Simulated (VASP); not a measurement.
BaMgSbF:

```
Ba Sb Mg F
1.0
     4.57330    0.00000    0.00000
     0.00000    4.57330    0.00000
     0.00000    0.00000    9.81840
Ba Sb Mg F
2 2 2 2
Direct
  0.50000 0.00000 0.14046
  0.00000 0.50000 0.85954
  0.50000 0.00000 0.67501
  0.00000 0.50000 0.32499
  0.50000 0.50000 0.50000
  0.00000 0.00000 0.50000
  0.50000 0.50000 0.00000
  0.00000 0.00000 0.00000
```

The cell comes from a database or a generator and needn't be the stable form of this composition.

```yaml
Program: VASP 6.6.1
Task: relaxation of cell and atoms
Functional: LDA
Potentials_or_basis: VASP PAW LDA potentials, release 64 (Ba_sv, Sb, Mg, F)
Cutoff: 600 eV
k_mesh: 6 × 6 × 4
Occupations: gaussian, width 0.03 eV
Spin: no spin polarisation
```

At the start: pressure -2.0 GPa; volume 25.67 Å³/atom.

**Question.** How do energy, volume and symmetry change on relaxing?

**Answer.** Over 11 steps the energy falls by 8.5 meV/atom and the volume is 24.45 Å³/atom (-4.8 %); space group P4/nmm (No. 129, to 0.05 Å).

Step by step:
| step | energy change (eV) | largest force (eV/Å) | pressure (GPa) | volume (Å³) |
| --- | --- | --- | --- | --- |
| 1 | 0.0000 | 0.1222 | -2.00 | 205.35 |
| 2 | -0.0525 | 0.2728 | 0.37 | 195.98 |
| 3 | -0.0538 | 0.2465 | 0.02 | 197.21 |
| 4 | -0.0595 | 0.1756 | 0.02 | 196.78 |
| 5 | -0.0657 | 0.0506 | 0.03 | 195.49 |
| 6 | -0.0658 | 0.0391 | 0.03 | 195.66 |
| 7 | -0.0668 | 0.0353 | -0.02 | 195.78 |
| 8 | -0.0676 | 0.0265 | -0.13 | 196.03 |
| 9 | -0.0675 | 0.0262 | 0.15 | 195.03 |
| 10 | -0.0678 | 0.0101 | 0.00 | 195.58 |
| 11 | -0.0678 | 0.0098 | 0.00 | 195.59 |

Final structure:
```yaml
crystal:
  lattice:
    - [4.52948, 0.00000, 0.00000]
    - [0.00000, 4.52948, 0.00000]
    - [0.00000, 0.00000, 9.53339]
  atoms:
    - { symbol: Ba, position: [0.50000, 0.00000, 0.14003] }
    - { symbol: Ba, position: [0.00000, 0.50000, 0.85997] }
    - { symbol: Sb, position: [0.50000, 0.00000, 0.68020] }
    - { symbol: Sb, position: [0.00000, 0.50000, 0.31980] }
    - { symbol: Mg, position: [0.50000, 0.50000, 0.50000] }
    - { symbol: Mg, position: [0.00000, 0.00000, 0.50000] }
    - { symbol: F, position: [0.50000, 0.50000, 0.00000] }
    - { symbol: F, position: [0.00000, 0.00000, 0.00000] }
```
